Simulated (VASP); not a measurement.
# NaSr2 (Fm-3m) in VASP: reference runs

How does NaSr2 come out in PBE? The cell is run as given.

Program: VASP 6.6.1. These are calculated values, not measurements. Logs are shortened: lines on timing, memory, paths and dates and some standing lists are left out, and cuts for length are marked.

**1. The crystal as given**

The structure is cubic, space group Fm-3m (No. 225). Conventional cell: a = 8.748 Å, b = 8.748 Å, c = 8.748 Å, α = 90.00°, β = 90.00°, γ = 90.00°. Around Na (site symmetry m-3m) lie 8 Sr at 3.79 Å. Sr (site symmetry -43m) has 4 Na at 3.79 Å as nearest neighbours.

The cell was built by a generator and needn't be a form met in nature.

**2. Single point, PBE**

File INCAR:

```
PREC = Accurate
ENCUT = 520
EDIFF = 1E-7
ISMEAR = -1
SIGMA = 0.05
LREAL = F
LASPH = T
NELM = 60
ALGO = Normal
ISIF = 2
LWAVE = F
LCHARG = T
GGA = PE
LELF = T
LVHAR = T
NBANDS = 20
```

File KPOINTS:

```
Automatic mesh
0
Gamma
  5 5 5
```

File POSCAR:

```
NaSr2
1.0
    0.0000000000      4.3740700000      4.3740700000
    4.3740700000      0.0000000000      4.3740700000
    4.3740700000      4.3740700000      0.0000000000
Na Sr
1 2
Direct
    0.0000000000      0.0000000000      0.0000000000
    0.7500000000      0.7500000000      0.7500000000
    0.2500000000      0.2500000000      0.2500000000
```

Potentials or basis: VASP PAW PBE potentials, release 64 (Na_pv, Sr_sv).

On the command line:

```sh
> cat potpaw_PBE.64/Na_pv/POTCAR potpaw_PBE.64/Sr_sv/POTCAR > POTCAR
> mpirun -np 1 vasp_std > vasp.out
```

OUTCAR:

```text
PREC = Accurate
   ENCUT = 520
   EDIFF = 1E-7
   ISMEAR = -1
   LREAL = F
   LASPH = T
   NELM = 60
   ISIF = 2
   GGA = PE

 ion  position               nearest neighbor table
   1  0.000  0.000  0.000-   2 3.79   2 3.79   2 3.79   2 3.79   3 3.79   3 3.79   3 3.79   3 3.79

   2  0.750  0.750  0.750-   1 3.79   1 3.79   1 3.79   1 3.79   3 4.37   3 4.37   3 4.37   3 4.37
                             3 4.37   3 4.37
   3  0.250  0.250  0.250-   1 3.79   1 3.79   1 3.79   1 3.79   2 4.37   2 4.37   2 4.37   2 4.37
                             2 4.37   2 4.37

  LATTYP: Found a face centered cubic cell.
 ALAT       =     8.7481400000

  Lattice vectors:

 A1 = (   0.0000000000,   4.3740700000,   4.3740700000)
 A2 = (   4.3740700000,   0.0000000000,   4.3740700000)
 A3 = (   4.3740700000,   4.3740700000,   0.0000000000)

Analysis of symmetry for initial positions (statically):
=====================================================================
 Subroutine PRICEL returns:
 Original cell was already a primitive cell.

 Routine SETGRP: Setting up the symmetry group for a
 face centered cubic supercell.

 Subroutine GETGRP returns: Found 48 space group operations
 (whereof 48 operations were pure point group operations)
 out of a pool of 48 trial point group operations.

The static configuration has the point symmetry O_h .

Analysis of symmetry for dynamics (positions and initial velocities):
=====================================================================
 Subroutine PRICEL returns:
 Original cell was already a primitive cell.

 Routine SETGRP: Setting up the symmetry group for a
 face centered cubic supercell.

 Subroutine GETGRP returns: Found 48 space group operations
 (whereof 48 operations were pure point group operations)
 out of a pool of 48 trial point group operations.

The dynamic configuration has the point symmetry O_h .

 Subroutine INISYM returns: Found 48 space group operations
 (whereof 48 operations are pure point group operations),
 and found     1 'primitive' translations

----------------------------------------------------------------------------------------

                                     Primitive cell

  volume of cell :     167.3737

  direct lattice vectors                    reciprocal lattice vectors
     0.000000000  4.374070000  4.374070000    -0.114310013  0.114310013  0.114310013
     4.374070000  0.000000000  4.374070000     0.114310013 -0.114310013  0.114310013
     4.374070000  4.374070000  0.000000000     0.114310013  0.114310013 -0.114310013

  length of vectors
     6.185869117  6.185869117  6.185869117     0.197990751  0.197990751  0.197990751

  position of ions in fractional coordinates (direct lattice)
     0.000000000  0.000000000  0.000000000
     0.750000000  0.750000000  0.750000000
     0.250000000  0.250000000  0.250000000

  ion indices of the primitive-cell ions
   primitive index   ion index
                 1           1
                 2           2
                 3           3

----------------------------------------------------------------------------------------

 KPOINTS: Automatic mesh

Automatic generation of k-mesh.
 Grid dimensions read from file:
 generate k-points for:    5    5    5

 Generating k-lattice:

  Cartesian coordinates                     Fractional coordinates (reciprocal lattice)
    -0.022862003  0.022862003  0.022862003     0.200000000  0.000000000  0.000000000
     0.022862003 -0.022862003  0.022862003     0.000000000  0.200000000  0.000000000
     0.022862003  0.022862003 -0.022862003     0.000000000  0.000000000  0.200000000

  Length of vectors
     0.039598150  0.039598150  0.039598150

  Shift w.r.t. Gamma in fractional coordinates (k-lattice)
     0.000000000  0.000000000  0.000000000

 Subroutine IBZKPT returns following result:
 ===========================================

 Found     10 irreducible k-points:

 Following reciprocal coordinates:
            Coordinates               Weight
  0.000000  0.000000  0.000000      1.000000
  0.200000  0.000000  0.000000      8.000000
  0.400000  0.000000  0.000000      8.000000
  0.200000  0.200000  0.000000      6.000000
  0.400000  0.200000  0.000000     24.000000
 -0.400000  0.200000  0.000000     24.000000
 -0.200000  0.200000  0.000000     12.000000
  0.400000  0.400000  0.000000      6.000000
 -0.400000  0.400000  0.000000     12.000000
 -0.400000  0.400000  0.200000     24.000000
   k-points           NKPTS =     10   k-points in BZ     NKDIM =     10   number of bands    NBANDS=     20
   number of dos      NEDOS =    301   number of ions     NIONS =      3
   total plane-waves  NPLWV = 110592
   dimension x,y,z NGX =    48 NGY =   48 NGZ =   48
   dimension x,y,z NGXF=    96 NGYF=   96 NGZF=   96
   ions per type =               1   2
   NGX,Y,Z   is equivalent  to a cutoff of  12.90, 12.90, 12.90 a.u.
   NGXF,Y,Z  is equivalent  to a cutoff of  25.80, 25.80, 25.80 a.u.
 SYSTEM =  unknown system
   PREC   = accura    normal or accurate (medium, high low for compatibility)
   ISTART =      0    job   : 0-new  1-cont  2-samecut
   ICHARG =      2    charge: 1-file 2-atom 10-const
   ISPIN  =      1    spin polarized calculation?
   LNONCOLLINEAR =      F non collinear calculations
   LSORBIT =      F    spin-orbit coupling
   LASPH  =      T    aspherical Exc in radial PAW
   ENCUT  =  520.0 eV  38.22 Ry    6.18 a.u.  11.50 11.50 11.50*2*pi/ulx,y,z
   NELM   =     60;   NELMIN=  2; NELMDL= -5     # of ELM steps
   EDIFF  = 0.1E-06   stopping-criterion for ELM
   LREAL  =      F    real-space projection
   EDIFFG = 0.1E-05   stopping-criterion for IOM
   NSW    =      0    number of steps for IOM
   IBRION =     -1    ionic relax: 0-MD 1-quasi-New 2-CG
   NFREE  =      0    steps in history (QN), initial steepest desc. (CG)
   ISIF   =      2    stress and relaxation
   ISYM   =      2    0-nonsym 1-usesym 2-fastsym
   POTIM  = 0.5000    time-step for ionic-motion
   TEBEG  =    0.0;   TEEND  =   0.0 temperature during run
   PSTRESS=    0.0 pullay stress
   NELECT =      27.0000    total number of electrons
   NUPDOWN=      -1.0000    fix difference up-down
   EMIN   =  10.00;   EMAX   =-10.00  energy-range for DOS
   EFERMI =   0.00;   METHOD = LEGACY
   ISMEAR =    -1;   SIGMA  =   0.05  broadening in eV -4-tet -1-fermi 0-gaus
   EFERMI_NEDOS =   21; number of points for ismear=-14 and -15
   IALGO  =     38    algorithm
   IMIX   =      4    mixing-type and parameters
     AMIX     =   0.40;   BMIX     =  1.00
     AMIX_MAG =   1.60;   BMIX_MAG =  1.00
  volume/ion in A,a.u.               =      55.79       376.50
  Fermi-wavevector in a.u.,A,eV,Ry     =   0.891183  1.684092 10.805851  0.794208
  Thomas-Fermi vector in A             =   2.012970
   LORBIT       =      0    0 simple, 1 ext, 2 COOP (PROOUT), +10 PAW based schemes
   GGA     = PE    functional components
   LHFCALC =     F    Hartree Fock is set to
   AEXX    =    0.0000 exact exchange contribution
   IVDW    =     0    specifies the selected vdW correction
   LEPSILON=     F    determine dielectric tensor
   LRPA    =     F    only Hartree local field effects (RPA)
 non-spin polarized calculation
  energy-cutoff  :      520.00
  volume of cell :      167.37
 maximum number of plane-waves:      4573
 NGX is ok and might be reduce to    48
   NGX = 23   NGY = 23   NGZ = 23

 number of electron      26.9999997 magnetization

 Free energy of the ion-electron system (eV)
  ---------------------------------------------------
  ext. energy  EPLUGINS =         0.00000000
  ---------------------------------------------------
  free energy    TOTEN  =        -3.90485631 eV

  energy without entropy =       -3.85975531  energy(sigma->0) =       -3.88230581

 E-fermi :   0.8342     XC(G=0):  -6.7322

 val. band max:        0.8229827776   @ k =  -0.4000   0.4000   0.2000
 cond. band min:       0.8502202820   @ k =   0.2000   0.0000   0.0000
 fundamental gap:      0.0272375044
 Fermi energy:         0.8341911539

 k-point     1 :       0.0000    0.0000    0.0000
  band No.  band energies     occupation
      1     -36.2497      2.00000
      2     -36.2402      2.00000
      3     -23.6174      2.00000
      4     -23.6174      2.00000
      5     -23.6174      2.00000
      6     -18.2370      2.00000
[... 12 lines left out ...]
     19       3.6970      0.00000
     20       3.6970      0.00000

 k-point     2 :       0.2000    0.0000    0.0000
  band No.  band energies     occupation
      1     -36.2488      2.00000
      2     -36.2411      2.00000
      3     -23.6174      2.00000
      4     -23.6174      2.00000
      5     -23.6174      2.00000
      6     -18.2318      2.00000
[... 12 lines left out ...]
     19       3.3669      0.00000
     20       3.3669      0.00000

 k-point     3 :       0.4000    0.0000    0.0000
  band No.  band energies     occupation
      1     -36.2464      2.00000
      2     -36.2435      2.00000
      3     -23.6174      2.00000
      4     -23.6174      2.00000
      5     -23.6174      2.00000
      6     -18.2178      2.00000
[... 12 lines left out ...]
     19       2.9454      0.00000
     20       3.0578      0.00000

 k-point     4 :       0.2000    0.2000    0.0000
  band No.  band energies     occupation
      1     -36.2486      2.00000
      2     -36.2413      2.00000
      3     -23.6174      2.00000
      4     -23.6174      2.00000
      5     -23.6173      2.00000
      6     -18.2397      2.00000
[... 107 lines left out ...]
 k-point     9 :      -0.4000    0.4000    0.0000
  band No.  band energies     occupation
      1     -36.2459      2.00000
      2     -36.2440      2.00000
      3     -23.6175      2.00000
      4     -23.6174      2.00000
      5     -23.6173      2.00000
      6     -18.2523      2.00000
[... 12 lines left out ...]
     19       2.9805      0.00000
     20       3.3389      0.00000

 k-point    10 :      -0.4000    0.4000    0.2000
  band No.  band energies     occupation
      1     -36.2457      2.00000
      2     -36.2441      2.00000
      3     -23.6175      2.00000
      4     -23.6174      2.00000
      5     -23.6174      2.00000
      6     -18.2473      2.00000
[... 12 lines left out ...]
     19       2.8282      0.00000
     20       3.4167      0.00000

------------------------ aborting loop because EDIFF is reached ----------------------------------------

  FORCE on cell =-STRESS in cart. coord.  units (eV):
  Direction    XX          YY          ZZ          XY          YZ          ZX
  --------------------------------------------------------------------------------------
  -------------------------------------------------------------------------------------
  Total        0.0106698      0.0106698      0.0106698     -0.0000000     -0.0000000      0.0000000
  in kB        0.1021362      0.1021362      0.1021362     -0.0000000     -0.0000000      0.0000000
  external PRESSURE =       0.1021362 kB  Pullay stress =       0.0000000 kB

 VOLUME and BASIS-vectors are now :
 -----------------------------------------------------------------------------
  energy-cutoff  :      520.00
  volume of cell :      167.37
      direct lattice vectors                 reciprocal lattice vectors
     0.000000000  4.374070000  4.374070000    -0.114310013  0.114310013  0.114310013
     4.374070000  0.000000000  4.374070000     0.114310013 -0.114310013  0.114310013
     4.374070000  4.374070000  0.000000000     0.114310013  0.114310013 -0.114310013

 POSITION                                       TOTAL-FORCE (eV/Angst)
 -----------------------------------------------------------------------------------
      0.00000      0.00000      0.00000        -0.000000      0.000000     -0.000000
      6.56110      6.56110      6.56110         0.000000      0.000000     -0.000000
      2.18703      2.18703      2.18703        -0.000000     -0.000000      0.000000
 -----------------------------------------------------------------------------------
    total drift:                               -0.000000     -0.000000      0.000000

  FREE ENERGIE OF THE ION-ELECTRON SYSTEM (eV)
  ---------------------------------------------------
  free  energy   TOTEN  =        -3.9048563086 eV

  energy  without entropy=       -3.8597553145  energy(sigma->0) =       -3.88230581
```

Wall time 55 s (1 thread of Intel Xeon Platinum 8488C (Sapphire Rapids), shared host); peak memory 0.32 GiB.

What came out:

| Item | Value |
| --- | --- |
| Free energy | -3.9049 eV |
| Pressure | 0.0 GPa |
| Band gap on the k mesh | none (metal or under the smearing width) |

Levels at points of the mesh, in eV from the Fermi level:
| k point | band 10 | band 11 | band 12 | band 13 | band 14 | band 15 | band 16 | band 17 |
| --- | --- | --- | --- | --- | --- | --- | --- | --- |
| (0.00, 0.00, 0.00) | -19.01 | -19.01 | -3.33 | 0.42 | 0.42 | 0.42 | 0.75 | 0.75 |
